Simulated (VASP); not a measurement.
Input:

```
GaSb
1.0
    0.00000     3.10839     3.10839
    3.10839     0.00000     3.10839
    3.10839     3.10839     0.00000
Ga Sb
1 1
Direct
  0.00000   0.00000   0.00000
  0.25000   0.25000   0.25000
```

All values below come from PW91 GGA, VASP's PBE PAW potentials (set 64) (plane waves; VASP). Settings: 520 eV cut-off, Gaussian smearing of 0.050 eV, potentials Ga_d Sb.

Give the energies of bands 7 to 12 at the high-symmetry points, in eV from the Fermi level.

```
band      Γ      X      U      L      W
----  -----  -----  -----  -----  -----
7     -0.31  -6.61  -6.44  -6.14  -6.49
8      0.00  -2.41  -3.38  -1.08  -3.13
9      0.00  -2.41  -2.05  -1.08  -2.92
10     0.00   0.94   1.44   0.30   3.50
11     2.78   1.34   3.80   3.74   4.29
12     2.78   8.36   6.38   3.74   4.30
```

It has no gap at this level: it comes out as a metal or semimetal.

The compound is GaSb in the zinc blende structure. It was relaxed first, which changed the volume by +6 %.
